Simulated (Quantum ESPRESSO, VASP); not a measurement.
VASP ran on this input.

POSCAR:
```
Mg2Pt
1
   -3.1516800000     3.1516800000     2.8164300000
    3.1516800000    -3.1516800000     2.8164300000
    3.1516800000     3.1516800000    -2.8164300000
Mg Pt
4 2
Direct
  0.6725180000   0.8217390000   0.4921150000
  0.3302320000   0.1848560000   0.5037190000
  0.8093960000   0.3141270000   0.1319660000
  0.1871180000   0.6870700000   0.8678340000
  0.2579000000   0.2471620000  -0.0009220000
  0.7428370000   0.7450460000   0.0052880000
```

INCAR:
```
SYSTEM = Mg2Pt
PREC = Accurate
ENCUT = 300
EDIFF = 1E-6
NELM = 100
ALGO = Normal
LREAL = .FALSE.
LASPH = .TRUE.
ISMEAR = -1
SIGMA = 0.1
LMAXMIX = 6
LWAVE = .FALSE.
LCHARG = .FALSE.
ISIF = 2
```

**KPOINTS**
```
Automatic
0
G
 5 5 5
0 0 0
```

POTCAR, in this order: Mg Pt (LDA.64 set). Program: vasp_std.

**Question.** Translate it to Quantum ESPRESSO.

**Answer.** One input that does it (LDA (PZ), GBRV 1.5 ultrasoft (LDA) pseudopotentials):
```
&CONTROL
   calculation = 'scf'
   prefix = 'Mg2Pt'
   outdir = './out'
   pseudo_dir = './'
   tprnfor = .true.
   tstress = .true.
/
&SYSTEM
   ibrav = 0
   nat = 6
   ntyp = 2
   ecutwfc = 40
   ecutrho = 320
   occupations = 'smearing'
   smearing = 'fermi-dirac'
   degauss = 0.0073499
/
&ELECTRONS
   conv_thr = 1.0d-10
   mixing_beta = 0.7
/
ATOMIC_SPECIES
Mg    24.3050  mg_lda_v1.4.uspp.F.UPF
Pt   195.0840  pt_lda_v1.4.uspp.F.UPF
CELL_PARAMETERS {bohr}
  -5.95581203     5.95581203     5.32228135
   5.95581203    -5.95581203     5.32228135
   5.95581203     5.95581203    -5.32228135
ATOMIC_POSITIONS {crystal}
Mg    0.67251800    0.82173900    0.49211500
Mg    0.33023200    0.18485600    0.50371900
Mg    0.80939600    0.31412700    0.13196600
Mg    0.18711800    0.68707000    0.86783400
Pt    0.25790000    0.24716200   -0.00092200
Pt    0.74283700    0.74504600    0.00528800
K_POINTS {automatic}
5 5 5  0 0 0
```
The two runs describe the same crystal, functional and task. Each code takes its own potentials, basis and convergence tests.

VASP's LDA is the Perdew-Zunger fit; the other code's may be Perdew-Wang, which differs slightly.

The structure comes from a computed database's Mg2Pt entry (I4/mcm); how it stands against other phases isn't given here. The cell was not relaxed at this level, atoms are displaced from their ideal sites, and it may have been scaled.
